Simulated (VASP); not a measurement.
Crystal: Ga2PN.

```
N P Ga
1.0
     1.54162    0.89005    5.03491
    -1.54162    0.89005    5.03491
     0.00000   -1.78011    5.03491
N P Ga
1 1 2
Cartesian
  1.5416 0.8901 5.0349
  0.0000 0.0000 7.5524
  0.0000 0.0000 3.7762
  0.0000 0.0000 11.3285
```

The cell was built by a generator and needn't be a form met in nature.

```yaml
Program: VASP 6.6.1
Task: relaxation of cell and atoms
Functional: PBE
Potentials_or_basis: VASP PAW PBE potentials, release 64 (N, P, Ga_d)
Cutoff: 600 eV
k_mesh: 8 × 8 × 8
Occupations: fermi-dirac, width 0.02 eV
Spin: no spin polarisation
```

At the start: pressure 64.1 GPa; volume 10.36 Å³/atom.

Where does the relaxation end?

Over 14 steps the energy falls by 721.7 meV/atom and the volume is 13.37 Å³/atom (+29.1 %); space group R-3m (No. 166, to 0.05 Å).

Step by step:
```tsv
step	energy change (eV)	largest force (eV/Å)	pressure (GPa)	volume (Å³)
1	0.0000	5.8327	64.06	41.45
2	-1.4225	0.5702	-17.83	71.61
3	-2.7925	0.3869	-3.61	55.32
4	-2.7982	0.4686	-2.39	54.76
5	-2.7993	0.5256	-1.67	54.40
6	-2.7987	0.5721	-1.07	54.11
7	-2.8648	0.2902	0.35	53.40
8	-2.8817	0.0564	1.98	52.67
9	-2.8829	0.0045	1.63	52.80
10	-2.8864	0.0024	-0.63	53.77
11	-2.8870	0.0059	0.04	53.50
12	-2.8870	0.0068	-0.15	53.52
13	-2.8869	0.0020	0.14	53.42
14	-2.8870	0.0045	0.03	53.49
```

Final structure:
```
CELL_PARAMETERS angstrom
1.64186 0.94793 5.72843
-1.64186 0.94793 5.72843
0.00000 -1.89586 5.72843
ATOMIC_POSITIONS crystal
N 0.00000 0.00000 0.00000
P 0.50000 0.50000 0.50000
Ga 0.26309 0.26309 0.26309
Ga 0.73691 0.73691 0.73691
```

Caveat: the volume moved by over 15 % at a fixed basis, so the end points are rough.
